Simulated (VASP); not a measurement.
OSZICAR of a VASP run on WC (wc):

### OSZICAR
```
       N       E                     dE             d eps       ncg     rms          rms(c)
DAV:   1     0.112673313180E+03    0.11267E+03   -0.98836E+03  3284   0.154E+03
DAV:   2    -0.204113707491E+02   -0.13308E+03   -0.12983E+03  3721   0.381E+02
DAV:   3    -0.243621841537E+02   -0.39508E+01   -0.39178E+01  4035   0.614E+01
DAV:   4    -0.244017503798E+02   -0.39566E-01   -0.39540E-01  3561   0.639E+00
DAV:   5    -0.244020942311E+02   -0.34385E-03   -0.34384E-03  3934   0.613E-01    0.305E+01
DAV:   6    -0.214943447980E+02    0.29077E+01   -0.94300E+00  3716   0.314E+01    0.790E+00
DAV:   7    -0.214324657101E+02    0.61879E-01   -0.40524E-01  3406   0.567E+00    0.565E+00
DAV:   8    -0.214091913876E+02    0.23274E-01   -0.74039E-02  3626   0.265E+00    0.805E-01
DAV:   9    -0.214081159403E+02    0.10754E-02   -0.38130E-03  3556   0.500E-01    0.147E-01
DAV:  10    -0.214081180659E+02   -0.21256E-05   -0.30689E-04  3756   0.231E-01    0.758E-02
DAV:  11    -0.214081171994E+02    0.86654E-06   -0.22021E-05  3631   0.443E-02    0.109E-02
DAV:  12    -0.214081159136E+02    0.12858E-05   -0.59387E-06  3561   0.245E-02    0.323E-03
DAV:  13    -0.214081159478E+02   -0.34238E-07   -0.11445E-07  1688   0.366E-03
   1 F= -.21408116E+02 E0= -.21408007E+02  d E =-.214081E+02
```

Q: Which electronic solver shows in the log?

A: It is blocked Davidson (ALGO = Normal, or the opening steps of other solvers). The INCAR had ALGO = Normal.

Q: Can the final energy be trusted as converged?

A: Self-consistency was reached. It stopped with EDIFF = 1E-6, NELM = 100, NSW = 60 and EDIFFG = -0.01 after 1 ionic step (RPBE GGA, plane waves, VASP's PBE PAW potentials (set 64)).

The compound is WC in the wc structure. It was relaxed first. The start is the result of an earlier pass.
